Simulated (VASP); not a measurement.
Here is the system:

```xyz
2
Lattice="2.7230 0.0000 0.0000 0.0000 2.7230 0.0000 0.0000 0.0000 2.7230" Properties=species:S:1:pos:R:3 pbc="T T T"
Pd     0.0000     0.0000     0.0000
C      1.3615     1.3615     1.3615
```

Level of theory: PBE GGA, VASP's PBE PAW potentials (set 64) (plane waves; VASP). Numerical set-up: 520 eV cut-off, 9×9×9 Γ-centred mesh, Gaussian smearing of 0.050 eV, potentials Pd C_s.

Q: What does the run give for the energy per atom (σ→0), pressure, band gap (on the k-mesh) with the smallest direct gap where there is one?

A: 
- band gap (on the k-mesh) = none (metal, semimetal or under 0.01 eV)
- energy per atom (σ→0) = -5.385 eV/atom
- pressure = 123.4 kbar

The structure was generated: PdC was put into the CsCl type (Pm-3m), which need not be its known phase. The cell was not relaxed at this level. The run is one of a series of settings (POTCAR Pd C_s (PBE.64 set) against the base run), some of them coarse on purpose.
